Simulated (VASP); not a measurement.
These are PBE GGA, VASP's PBE PAW potentials (set 64) (plane waves; VASP 6.6.1) values and carry that method's errors.

VASP input:

**KPOINTS**
```
Automatic mesh
0
gamma
  13 13 3
```

### INCAR
```
ALGO  =  Normal
EDIFF  =  1E-09
EDIFFG  =  -0.005
ENCUT  =  420
GGA  =  PE
IBRION  =  2
ISIF  =  3
ISMEAR  =  -1
LASPH  =  .TRUE.
LCHARG  =  .FALSE.
LMAXMIX  =  6
LREAL  =  .FALSE.
LWAVE  =  .FALSE.
NELM  =  100
NSW  =  50
PREC  =  Accurate
SIGMA  =  0.01
SYSTEM  =  WSe2
```

POSCAR:
```
WSe2
1
    3.3830090000     0.0000000000     0.0000000000
   -1.6915040000     2.9297720000     0.0000000000
    0.0000000000     0.0000000000    13.9981970000
W Se
2 4
Direct
  0.6666670000   0.3333330000   0.7500000000
  0.3333330000   0.6666670000   0.2500000000
  0.3333330000   0.6666670000   0.8710000000
  0.6666670000   0.3333330000   0.1290000000
  0.6666670000   0.3333330000   0.3710000000
  0.3333330000   0.6666670000   0.6290000000
```

POTCAR, in this order: W_sv Se (PBE.64 set). Program: vasp_std.

Problem. What will the output report for the number of irreducible k-points (NKPTS), largest plane-wave count, number of space-group operations, FFT grid (NGX, NGY, NGZ)?

Solution. 
```yaml
number of irreducible k-points (NKPTS): 42
largest_plane_wave_count: 2735
number_of_space_group_operations: 24
FFT grid (NGX, NGY, NGZ): 24 × 24 × 96
```

The structure comes from a computed database's WSe2 entry; how it stands against other phases isn't given here. This run relaxes it. Symmetry was kept, so distortions that lower it aren't found. The run is one of a series of settings (EDIFF = 1E-09, EDIFFG = -0.005, ENCUT = 420, IBRION = 2, ISIF = 3, NSW = 50, KPOINTS 13×13×3 Γ-centred mesh against the base run), some of them coarse on purpose.
